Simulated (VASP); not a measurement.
Method: r2SCAN meta-GGA, VASP's PBE PAW potentials (set 64) (plane waves; VASP 6.6.1).

VASP input:

### INCAR
```
LREAL=.FALSE.
LCHARG=.FALSE.
NELM=100   # most electronic steps
LORBIT=11   # lm-projected
EDIFF=1E-7
MAGMOM=2*-0.9
LWAVE=.FALSE.
NEDOS=601   # DOS grid
ISPIN=2   # spin-polarised
ISMEAR=-5   # tetrahedra, Bloechl
LMAXMIX=4
SYSTEM=Ni
LMIXTAU=.TRUE.
METAGGA=R2SCAN
LASPH=.TRUE.   # aspherical one-centre terms
ENCUT=400
ALGO=Normal   # blocked Davidson
ISIF=2   # forces and stress, cell fixed
PREC=Accurate
```

File POSCAR:
```
Ni
1
   -0.0000000000     2.5084169053     2.5084169053
    2.5084169053     0.0000000000     2.5084169053
    2.5084169053     2.5084169053     0.0000000000
Ni
2
Direct
  0.7500000000   0.7500000000   0.7500000000
  0.5000000000   0.5000000000   0.5000000000
```

File KPOINTS:
```
Automatic mesh
0
Gamma
14 14 14
0 0 0
```

### KPOINTS_OPT
```
k-points along high-symmetry lines
10
Line-mode
Reciprocal
  0.000000   0.000000   0.000000 ! GAMMA
  0.500000   0.000000   0.500000 ! X

  0.500000   0.000000   0.500000 ! X
  0.625000   0.250000   0.625000 ! U

  0.375000   0.375000   0.750000 ! K
  0.000000   0.000000   0.000000 ! GAMMA

  0.000000   0.000000   0.000000 ! GAMMA
  0.500000   0.500000   0.500000 ! L

  0.500000   0.500000   0.500000 ! L
  0.500000   0.250000   0.750000 ! W

  0.500000   0.250000   0.750000 ! W
  0.500000   0.000000   0.500000 ! X
```

POTCAR, in this order: Ni (PBE.64 set). Program: vasp_std.

The run wrote:

### OUTCAR
```
 ion  position               nearest neighbor table
   1  0.750  0.750  0.750-   2 2.17   2 2.17   2 2.17   2 2.17
   2  0.500  0.500  0.500-   1 2.17   1 2.17   1 2.17   1 2.17
  LATTYP: Found a face centered cubic cell.
 ALAT       =     5.0168338106
 Subroutine PRICEL returns:
 Original cell was already a primitive cell.
 Subroutine GETGRP returns: Found 48 space group operations
The static configuration has the point symmetry T_d .
 The point group associated with its full space group is O_h .
The dynamic configuration has the point symmetry T_d .
The overall configuration has the point symmetry T_d .
 Subroutine INISYM returns: Found 48 space group operations
 Subroutine IBZKPT returns following result:
 Found    104 irreducible k-points:

 Following reciprocal coordinates:
            Coordinates               Weight
  0.000000  0.000000  0.000000      1.000000
  0.071429  0.000000  0.000000      8.000000
  0.142857  0.000000  0.000000      8.000000
  0.214286  0.000000  0.000000      8.000000
  0.285714  0.000000  0.000000      8.000000
  0.357143  0.000000  0.000000      8.000000
  0.428571  0.000000  0.000000      8.000000
  0.500000  0.000000  0.000000      4.000000
  0.071429  0.071429  0.000000      6.000000
  0.142857  0.071429  0.000000     24.000000
  0.214286  0.071429  0.000000     24.000000
  0.285714  0.071429  0.000000     24.000000
  0.357143  0.071429  0.000000     24.000000
  0.428571  0.071429  0.000000     24.000000
  0.500000  0.071429  0.000000     24.000000
 -0.428571  0.071429  0.000000     24.000000
 -0.357143  0.071429  0.000000     24.000000
 -0.285714  0.071429  0.000000     24.000000
 -0.214286  0.071429  0.000000     24.000000
 -0.142857  0.071429  0.000000     24.000000
 -0.071429  0.071429  0.000000     12.000000
  0.142857  0.142857  0.000000      6.000000
...
```

**OSZICAR**
```
       N       E                     dE             d eps       ncg     rms          rms(c)
DAV:   1     0.741563858258E+02    0.74156E+02   -0.83515E+03  6256   0.147E+03
DAV:   2    -0.234845708180E+02   -0.97641E+02   -0.92203E+02  6254   0.259E+02
DAV:   3    -0.260604339792E+02   -0.25759E+01   -0.25456E+01  7094   0.611E+01
DAV:   4    -0.260884627886E+02   -0.28029E-01   -0.28024E-01  8539   0.523E+00
DAV:   5    -0.260888211375E+02   -0.35835E-03   -0.35773E-03  7369   0.511E-01    0.133E+01
DAV:   6    -0.237144332618E+02    0.23744E+01   -0.32597E+01  6912   0.110E+02    0.168E+01
DAV:   7    -0.213153120386E+02    0.23991E+01   -0.96221E+00  7010   0.494E+01    0.258E+00
DAV:   8    -0.213676695955E+02   -0.52358E-01   -0.36688E-01  7591   0.941E+00    0.207E+00
DAV:   9    -0.213798379481E+02   -0.12168E-01   -0.57746E-02  6807   0.316E+00    0.115E+00
DAV:  10    -0.213765745850E+02    0.32634E-02   -0.21818E-02  7858   0.253E+00    0.419E-01
DAV:  11    -0.213783881365E+02   -0.18136E-02   -0.13487E-02  7404   0.200E+00    0.238E-01
DAV:  12    -0.213785445047E+02   -0.15637E-03   -0.29187E-03  7449   0.890E-01    0.686E-02
DAV:  13    -0.213785155045E+02    0.29000E-04   -0.14334E-04  6663   0.128E-01    0.355E-02
DAV:  14    -0.213785399140E+02   -0.24409E-04   -0.23101E-05  7074   0.746E-02    0.259E-02
DAV:  15    -0.213785049981E+02    0.34916E-04   -0.36848E-05  7642   0.108E-01    0.141E-02
DAV:  16    -0.213785065656E+02   -0.15675E-05   -0.21642E-06  6508   0.178E-02    0.759E-03
DAV:  17    -0.213785119899E+02   -0.54243E-05   -0.13427E-06  7654   0.208E-02    0.131E-03
DAV:  18    -0.213785140622E+02   -0.20723E-05   -0.14309E-07  3561   0.586E-03    0.380E-04
DAV:  19    -0.213785139014E+02    0.16084E-06   -0.39149E-08  3337   0.325E-03    0.248E-04
DAV:  20    -0.213785138270E+02    0.74371E-07   -0.34956E-09  3309   0.638E-04
   1 F= -.21378514E+02 E0= -.21378514E+02  d E =0.000000E+00  mag=    -1.6803
       N       E                     dE             ncg
```

### OUTCAR
```
------------------------ aborting loop because EDIFF is reached ----------------------------------------
  FORCE on cell =-STRESS in cart. coord.  units (eV):
  Direction    XX          YY          ZZ          XY          YZ          ZX
  --------------------------------------------------------------------------------------
  Total       -0.0281631     -0.0281631     -0.0281631      0.0000000      0.0000000      0.0000000
  in kB       -1.4294244     -1.4294244     -1.4294244      0.0000000      0.0000000      0.0000000
  external PRESSURE =      -1.4294244 kB  Pullay stress =       0.0000000 kB
  volume of cell :       31.57
      direct lattice vectors                 reciprocal lattice vectors
     0.000000000  2.508416905  2.508416905    -0.199328907  0.199328907  0.199328907
     2.508416905  0.000000000  2.508416905     0.199328907 -0.199328907  0.199328907
     2.508416905  2.508416905  0.000000000     0.199328907  0.199328907 -0.199328907
 POSITION                                       TOTAL-FORCE (eV/Angst)
 -----------------------------------------------------------------------------------
      3.76263      3.76263      3.76263         0.000000      0.000000      0.000000
      2.50842      2.50842      2.50842        -0.000000     -0.000000     -0.000000
 -----------------------------------------------------------------------------------
    total drift:                               -0.000000      0.000000      0.000000
  FREE ENERGIE OF THE ION-ELECTRON SYSTEM (eV)
  ---------------------------------------------------
  free  energy   TOTEN  =       -21.3785138270 eV

  energy  without entropy=      -21.3785138270  energy(sigma->0) =      -21.37851383

 total charge

# of ion       s       p       d       tot
------------------------------------------
    1        0.576   0.386   8.350   9.312
    2        0.576   0.386   8.350   9.312
--------------------------------------------------
tot          1.152   0.772  16.701  18.625

 magnetization (x)

# of ion       s       p       d       tot
------------------------------------------
    1        0.025   0.033  -0.903  -0.845
    2        0.025   0.033  -0.903  -0.845
--------------------------------------------------
tot          0.051   0.065  -1.805  -1.689
```
(Selected blocks of OUTCAR.)

For a metal the tetrahedron method with Blöchl corrections gives inexact stress and forces.

The structure was generated: Ni was put into the diamond type (Fd-3m), which need not be its known phase. It was relaxed first, which changed the volume by +30 %.
